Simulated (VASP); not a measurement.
OSZICAR of a VASP run on CdS (space group F-43m):

**OSZICAR**
```
       N       E                     dE             d eps       ncg     rms          rms(c)
DAV:   1     0.930761809054E+02    0.93076E+02   -0.81472E+03   536   0.103E+03
DAV:   2    -0.288182180926E+01   -0.95958E+02   -0.92902E+02   605   0.272E+02
DAV:   3    -0.666205721606E+01   -0.37802E+01   -0.37683E+01   625   0.574E+01
DAV:   4    -0.668777018645E+01   -0.25713E-01   -0.25710E-01   595   0.461E+00
DAV:   5    -0.668814791384E+01   -0.37773E-03   -0.37772E-03   595   0.532E-01    0.796E+00
DAV:   6    -0.615633386638E+01    0.53181E+00   -0.10579E+00   724   0.139E+01    0.631E+00
DAV:   7    -0.613771719672E+01    0.18617E-01   -0.20958E-01   545   0.364E+00    0.316E+00
DAV:   8    -0.613783526353E+01   -0.11807E-03   -0.20056E-02   555   0.213E+00    0.290E-01
DAV:   9    -0.613764593877E+01    0.18932E-03   -0.26983E-03   595   0.858E-01    0.752E-02
DAV:  10    -0.613780516820E+01   -0.15923E-03   -0.29738E-04   560   0.175E-01    0.806E-02
DAV:  11    -0.613788839394E+01   -0.83226E-04   -0.12764E-04   548   0.124E-01    0.172E-02
DAV:  12    -0.613787764993E+01    0.10744E-04   -0.47664E-05   661   0.100E-01    0.865E-03
DAV:  13    -0.613787891675E+01   -0.12668E-05   -0.51843E-06   540   0.166E-02    0.736E-03
DAV:  14    -0.613787877960E+01    0.13714E-06   -0.14789E-07   310   0.353E-03
   1 F= -.61378788E+01 E0= -.61378788E+01  d E =-.613788E+01
       N       E                     dE             d eps       ncg     rms          rms(c)
DAV:   1    -0.624251232837E+01   -0.10463E+00   -0.21339E+00   560   0.201E+01    0.258E+00
DAV:   2    -0.615182926594E+01    0.90683E-01   -0.21762E-01   570   0.748E+00    0.907E-01
DAV:   3    -0.614181519968E+01    0.10014E-01   -0.27133E-02   550   0.201E+00    0.783E-01
DAV:   4    -0.614076539106E+01    0.10498E-02   -0.14501E-03   525   0.392E-01    0.171E-01
DAV:   5    -0.614066318430E+01    0.10221E-03   -0.33560E-04   630   0.282E-01    0.372E-02
DAV:   6    -0.614066406625E+01   -0.88196E-06   -0.43198E-05   525   0.901E-02    0.250E-02
DAV:   7    -0.614066562232E+01   -0.15561E-05   -0.39992E-06   552   0.164E-02    0.622E-03
DAV:   8    -0.614066571866E+01   -0.96335E-07   -0.87205E-07   280   0.141E-02
   2 F= -.61406657E+01 E0= -.61406657E+01  d E =-.278694E-02
       N       E                     dE             d eps       ncg     rms          rms(c)
DAV:   1    -0.614773574896E+01   -0.70701E-02   -0.13829E-01   565   0.504E+00    0.623E-01
DAV:   2    -0.614167636695E+01    0.60594E-02   -0.15057E-02   575   0.198E+00    0.215E-01
DAV:   3    -0.614106362264E+01    0.61274E-03   -0.18046E-03   555   0.503E-01    0.182E-01
DAV:   4    -0.614102227254E+01    0.41350E-04   -0.92815E-05   525   0.110E-01    0.404E-02
DAV:   5    -0.614102127585E+01    0.99669E-06   -0.19173E-05   630   0.686E-02    0.125E-02
DAV:   6    -0.614102243341E+01   -0.11576E-05   -0.29175E-06   520   0.227E-02    0.564E-03
DAV:   7    -0.614102237082E+01    0.62588E-07   -0.27692E-07   270   0.432E-03
   3 F= -.61410224E+01 E0= -.61410224E+01  d E =-.314359E-02
```

Question: Which electronic solver shows in the log?

Answer: It is blocked Davidson (ALGO = Normal, or the opening steps of other solvers). The INCAR had ALGO = Normal.

Question: Can the final energy be trusted as converged?

Answer: The run converged. It stopped with EDIFF = 1E-6, NELM = 100, NSW = 60 and EDIFFG = -0.01 after 3 ionic steps (PBE GGA, plane waves, VASP's PBE PAW potentials (set 64)).

The structure comes from a computed database's CdS entry (F-43m); how it stands against other phases isn't given here. This run relaxes it. Symmetry was kept, so distortions that lower it aren't found.
